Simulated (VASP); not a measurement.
Here is the system:

```xyz
2
Lattice="0.0000 2.0001 2.0001 2.0001 0.0000 2.0001 2.0001 2.0001 0.0000" Properties=species:S:1:pos:R:3 pbc="T T T"
Li     2.0001     2.0001     4.0002
F      2.0001     2.0001     2.0001
```

All values below come from PBEsol GGA, VASP's PBE PAW potentials (set 64) (plane waves; VASP). Numerical set-up: 520 eV cut-off, 13×13×13 Γ-centred mesh, tetrahedra with Blöchl corrections, potentials Li_sv F.

Problem. Estimate the energy per atom (σ→0), band gap (on the k-mesh) with the smallest direct gap where there is one.

Solution. 
The band gap (on the k-mesh) is 9.11 eV and the smallest direct gap (on the k-mesh) is 9.11 eV. The energy per atom (σ→0) is -4.926 eV/atom.

The structure was generated: LiF was put into the rock salt type (Fm-3m), which need not be its known phase. It was relaxed first.
